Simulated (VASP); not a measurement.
# VN₂H₃Cl₂: harmonic vibrations of a molecule

VN₂H₃Cl₂, molecule in box, 8 atoms in the cell. PBE, harmonic vibrations; PAW potentials N, V_sv, Cl, H (PBE set).

## Input

INCAR.step1:
```
  PREC = Accurate
  ENCUT = 400
  EDIFF = 1E-8
  ISMEAR = 0
  SIGMA = 0.01
  ISYM = 0
  LREAL = F
  LASPH = T
  NELM = 100
  ALGO = Normal
  LWAVE = F
  LCHARG = F
  IBRION = 2
  NSW = 150
  ISIF = 2
  EDIFFG = -0.005
  POTIM = 0.5
```

INCAR.step2, as INCAR.step1 but for:
```
- IBRION = 2
- NSW = 150
- ISIF = 2
- EDIFFG = -0.005
- POTIM = 0.5
+ IBRION = 5
+ NFREE = 2
+ POTIM = 0.015
+ NSW = 1
```

KPOINTS:
```
k-points
0
Gamma
  1 1 1
```

POSCAR.step1:
```
VH3N2Cl2
1.0
   12.0000000000      0.0000000000      0.0000000000
    0.0000000000     13.0000000000      0.0000000000
    0.0000000000      0.0000000000     13.0000000000
N V Cl H
2 1 2 3
Direct
    0.4508291700      0.5861461500      0.5778538500
    0.5768458300      0.4210000000      0.5397461500
    0.5061791700      0.5285923100      0.4823461500
    0.3782125000      0.4763230800      0.3770846200
    0.6239541700      0.6293538500      0.4062307700
    0.4101208300      0.6322461500      0.6281461500
    0.5800708300      0.4022769200      0.6148769200
    0.6196375000      0.3709846200      0.4948923100
```

Commands (each step's output is kept before the next begins):
```
cat potpaw_PBE.64/N/POTCAR potpaw_PBE.64/V_sv/POTCAR potpaw_PBE.64/Cl/POTCAR potpaw_PBE.64/H/POTCAR > POTCAR
cp INCAR.step1 INCAR
cp POSCAR.step1 POSCAR
mpirun -np 8 vasp_gam > vasp.out
cp CONTCAR POSCAR
cp INCAR.step2 INCAR
mpirun -np 8 vasp_gam > vasp.out
```

## Result

- Vibrations (cm⁻¹; a negative value is imaginary): 3570, 3497, 3439, 1475, 1039, 750, 627, 510, 498, 460, 426, 416, 402, 253, 199, 173, 163, 124
- Zero-point energy (eV): 1.117
- Translations and rotations, which should read zero (cm⁻¹): -11, -7, -3, 1, 7, 8
- Vibrational entropy at 298 K (meV/K): 0.752
- Displaced cells: 48
- Ionic steps, all stages: 90
- Electronic steps, all stages: 1660

VASP 6.6.1 took 2202 s on 8 cores (Intel Xeon Platinum 8488C (Sapphire Rapids)), a shared host.
